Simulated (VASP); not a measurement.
Input for VASP

### POSCAR
```
ScIr3
3.8483310
  1.0000000000   0.0000000000   0.0000000000
  0.0000000000   1.0000000000   0.0000000000
  0.0000000000   0.0000000000   1.0000000000
Sc Ir
1 3
Cart
  0.0000000000   0.0000000000   0.0000000000
  0.0000000000   0.5000000000   0.5000000000
  0.5000000000   0.0000000000   0.5000000000
  0.5000000000   0.5000000000   0.0000000000
```

KPOINTS:
```
Automatic mesh
0
Gamma
2 2 2
0 0 0
```

INCAR:
```
ISMEAR = -1   # Fermi-Dirac
SIGMA = 0.136   # width (eV)
ISIF = 2   # forces and stress, cell fixed
ENCUT = 300   # plane-wave cut-off (eV)
LWAVE = F
EDIFF = 1E-6   # SCF stop (eV)
LASPH = T   # aspherical one-centre terms
PREC = Accurate
SYSTEM = ScIr3
LCHARG = F
LREAL = F   # projection in real space or not
NELM = 100   # most electronic steps
LMAXMIX = 6
ALGO = Normal   # blocked Davidson
```

POTCAR, in this order: Sc_sv Ir (LDA.64 set). Program: vasp_std.

Translate this LDA calculation to Ansatz.

One equivalent input (not run):
Ansatz 0.2 input:
```yaml
crystal:
  lattice:
    - [3.8483310, 0.0000000, 0.0000000]
    - [0.0000000, 3.8483310, 0.0000000]
    - [0.0000000, 0.0000000, 3.8483310]
  atoms:
    - { symbol: Sc, position: [0.0000000, 0.0000000, 0.0000000] }
    - { symbol: Ir, position: [0.0000000, 0.5000000, 0.5000000] }
    - { symbol: Ir, position: [0.5000000, 0.0000000, 0.5000000] }
    - { symbol: Ir, position: [0.5000000, 0.5000000, 0.0000000] }
kpoints:
  mp_grid: { grid: [2, 2, 2] }
hamiltonian:
  xc: lda
  pseudopotentials: { kind: paw }
scf:
  occupations: { method: fermi_dirac, width: 0.136 }
  max_iter: 100
output: { forces: true, stress: true, eigenvalues: true }
```
Limits of the translation: each code has its own PAW files, so the cut-off isn't converted (ENCUT is set for VASP's; basis.ecutwfc is left out, and Ansatz then takes the one that its files recommend); Ansatz stops its SCF on the density residual and VASP on the energy change (EDIFF); Ansatz's lda is the Perdew-Wang form, while the LDA potentials of VASP carry Perdew-Zunger's.

The structure comes from a computed database's ScIr3 entry (Pm-3m); how it stands against other phases isn't given here. The cell was not relaxed at this level. The k-mesh is coarse (spacing up to 0.82 per Å, 2π included), so the numbers may not be converged in it. The run is one of a series of settings (KPOINTS 2×2×2 Γ-centred mesh against the base run), some of them coarse on purpose.
